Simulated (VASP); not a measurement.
Computed with PBE GGA + U (Dudarev), VASP's PBE PAW potentials (set 64) (plane waves; VASP 6.6.1).

The input files of a VASP run:

INCAR:
```
LASPH  =  .TRUE.   ! aspherical one-centre terms
NELM  =  100
LDAUU  =  4.0 0
LMAXMIX  =  4   ! l cut-off of mixed one-centre charges
LORBIT  =  10
LDAUPRINT  =  1
LDAU  =  .TRUE.
SIGMA  =  0.1   ! width (eV)
LWAVE  =  .FALSE.
LCHARG  =  .FALSE.
ISMEAR  =  1
SYSTEM  =  TiB2
LDAUJ  =  0 0
GGA  =  PE
PREC  =  Accurate
ENCUT  =  520
LREAL  =  .FALSE.
ALGO  =  Normal   ! blocked Davidson
LDAUTYPE  =  2
LDAUL  =  2 -1
ISIF  =  2   ! forces and stress, cell fixed
EDIFF  =  1E-6
```

KPOINTS:
```
kpoints
0
G
 10 10 9
```

File POSCAR:
```
TiB2
3.0704720
  0.4899601755  -0.8717448001   0.0000000000
  0.4899601755   0.8717448001   0.0000000000
  0.0000000000   0.0000000000   1.0346744735
Ti B
1 2
Cartesian
  0.0000000000   0.0000000000   0.0000000000
  0.4899601755   0.2905821812   0.5173372368
  0.5123689941  -0.2905821812   0.5173372368
```

POTCAR, in this order: Ti_sv B (PBE.64 set). Program: vasp_std.

The run wrote:

OSZICAR:
```
       N       E                     dE             d eps       ncg     rms          rms(c)
DAV:   1     0.131162413376E+03    0.13116E+03   -0.94252E+03  6760   0.159E+03
DAV:   2    -0.171217961577E+02   -0.14828E+03   -0.14469E+03  6845   0.396E+02
DAV:   3    -0.268848840231E+02   -0.97631E+01   -0.95795E+01 10025   0.955E+01
DAV:   4    -0.272066000210E+02   -0.32172E+00   -0.32119E+00  8804   0.162E+01
DAV:   5    -0.272168795684E+02   -0.10280E-01   -0.10279E-01 10248   0.253E+00    0.167E+01
DAV:   6    -0.210519715759E+02    0.61649E+01   -0.27772E+01  8972   0.628E+01    0.370E+00
DAV:   7    -0.211382720563E+02   -0.86300E-01   -0.14041E+00  7551   0.123E+01    0.282E+00
DAV:   8    -0.211497032819E+02   -0.11431E-01   -0.10912E-01 10534   0.318E+00    0.567E-01
DAV:   9    -0.211507460418E+02   -0.10428E-02   -0.14759E-02  8633   0.165E+00    0.159E-01
DAV:  10    -0.211507412548E+02    0.47870E-05   -0.39285E-03  8802   0.913E-01    0.136E-01
DAV:  11    -0.211505354528E+02    0.20580E-03   -0.56178E-04  8995   0.290E-01    0.450E-02
DAV:  12    -0.211505270371E+02    0.84156E-05   -0.64409E-05  9082   0.923E-02    0.123E-02
DAV:  13    -0.211505280582E+02   -0.10210E-05   -0.59365E-06  7050   0.278E-02    0.423E-03
DAV:  14    -0.211505281790E+02   -0.12087E-06   -0.69896E-07  3930   0.930E-03
   1 F= -.21150528E+02 E0= -.21150490E+02  d E =-.114078E-03
```

OUTCAR:
```
------------------------ aborting loop because EDIFF is reached ----------------------------------------
  FORCE on cell =-STRESS in cart. coord.  units (eV):
  Direction    XX          YY          ZZ          XY          YZ          ZX
  --------------------------------------------------------------------------------------
  Total        2.1383874     -0.4234743      2.7505703     -0.1898163      0.0000000      0.0000000
  in kB      133.9052690    -26.5178544    172.2400081    -11.8862469      0.0000000      0.0000000
  external PRESSURE =      93.2091409 kB  Pullay stress =       0.0000000 kB
  volume of cell :       25.59
      direct lattice vectors                 reciprocal lattice vectors
     1.504409000 -2.676668000  0.000000000     0.332356427 -0.186799409  0.000000000
     1.504409000  2.676668000  0.000000000     0.332356427  0.186799409  0.000000000
     0.000000000  0.000000000  3.176939000     0.000000000  0.000000000  0.314768398
 POSITION                                       TOTAL-FORCE (eV/Angst)
 -----------------------------------------------------------------------------------
      0.00000      0.00000      0.00000         0.562486      0.025098      0.000000
      1.50441      0.89222      1.58847         0.789464     -0.131835      0.000000
      1.57321     -0.89222      1.58847        -1.351950      0.106736      0.000000
 -----------------------------------------------------------------------------------
    total drift:                               -0.000022     -0.000005      0.000000
  FREE ENERGIE OF THE ION-ELECTRON SYSTEM (eV)
  ---------------------------------------------------
  free  energy   TOTEN  =       -21.1505281790 eV

  energy  without entropy=      -21.1504141007  energy(sigma->0) =      -21.15049015

 total charge

# of ion       s       p       d       tot
------------------------------------------
    1        2.187   6.230   1.908  10.325
    2        0.686   1.340   0.000   2.026
    3        0.687   1.340   0.000   2.027
--------------------------------------------------
tot          3.559   8.910   1.908  14.378
```
(Selected blocks of OUTCAR.)

File OUTCAR:
```
 val. band max:       10.4392027344   @ k =   0.3000   0.5000   0.0000

 cond. band min:      10.4654187283   @ k =   0.2000   0.3000   0.0000


 Fermi energy:        10.4580299290

 k-point     1 :       0.0000    0.0000    0.0000
  band No.  band energies     occupation
      1     -47.5461      2.00000
      2     -23.8403      2.00000
      3     -23.5920      2.00000
      4     -23.5468      2.00000
      5      -3.3424      2.00000
      6       7.3425      2.00000
      7       7.9395      2.00000
      8       8.0670      2.00000
      9       8.5101      2.00000
     10      12.4552     -0.00000
     11      12.6132      0.00000
     12      14.1033      0.00000
     13      14.4821      0.00000

 k-point     2 :       0.1000    0.0000    0.0000
  band No.  band energies     occupation
      1     -47.5412      2.00000
      2     -23.8344      2.00000
      3     -23.6024      2.00000
      4     -23.5820      2.00000
      5      -3.1502      2.00000
      6       6.8832      2.00000
      7       7.7948      2.00000
      8       7.9696      2.00000
      9       8.5984      2.00000
     10      12.3990     -0.00000
     11      12.8802      0.00000
     12      13.4705      0.00000
     13      13.6269      0.00000

 k-point     3 :       0.0000    0.1000    0.0000
  band No.  band energies     occupation
      1     -47.5412      2.00000
      2     -23.8342      2.00000
      3     -23.6179      2.00000
      4     -23.5669      2.00000
      5      -3.1470      2.00000
      6       7.2727      2.00000
      7       7.3918      2.00000
      8       7.9265      2.00000
      9       8.5525      2.00000
     10      12.5282      0.00000
     11      12.8200      0.00000
     12      13.4085      0.00000
     13      13.7125      0.00000

 k-point     4 :       0.2000    0.0000    0.0000
  band No.  band energies     occupation
      1     -47.5285      2.00000
      2     -23.8188      2.00000
      3     -23.6819      2.00000
...
```

The compound is TiB2 in the AlB2 type structure. The cell was not relaxed at this level, atoms are displaced from their ideal sites. The run is one of a series of settings (LDAU = .TRUE., LDAUJ = 0 0, LDAUL = 2 -1, LDAUTYPE = 2, LDAUU = 4.0 0 against the base run), some of them coarse on purpose.
